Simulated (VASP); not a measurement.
Zn:

```
CELL_PARAMETERS angstrom
2.63418 0.00000 0.00000
-1.31709 2.28127 0.00000
0.00000 0.00000 4.94047
ATOMIC_POSITIONS crystal
Zn 0.33333 0.66667 0.25000
Zn 0.66667 0.33333 0.75000
```

The cell isn't the ideal one: a relaxed cell with its volume scaled by 1.04.

| Quantity | Value |
| --- | --- |
| Program | VASP 6.6.1 |
| Task | relaxation of shape and atoms at fixed volume |
| Functional | PBEsol |
| Potentials or basis | VASP PAW PBE potentials, release 64 (Zn) |
| Cutoff | 600 eV |
| k mesh | 18 × 18 × 8 |
| Occupations | methfessel-paxton, width 0.1 eV |
| Spin | no spin polarisation |

At the start: pressure -3.3 GPa; volume 14.84 Å³/atom.

Q: Where does the relaxation end?

A: Over 4 steps the energy falls by 2.0 meV/atom; space group P6_3/mmc (No. 194, to 0.05 Å).

The path:
```tsv
step	energy change (eV)	largest force (eV/Å)	pressure (GPa)
1	0.0000	0.0000	-3.25
2	-0.0013	0.0000	-3.07
3	-0.0038	0.0000	-2.57
4	-0.0040	0.0000	-2.40
```

Final structure:
```
CELL_PARAMETERS angstrom
2.60794 0.00000 0.00000
-1.30397 2.25854 0.00000
0.00000 0.00000 5.04037
ATOMIC_POSITIONS crystal
Zn 0.33333 0.66667 0.25000
Zn 0.66667 0.33333 0.75000
```

Caveat: the PAW data sets were made with another functional, which shifts forces and pressure a little.
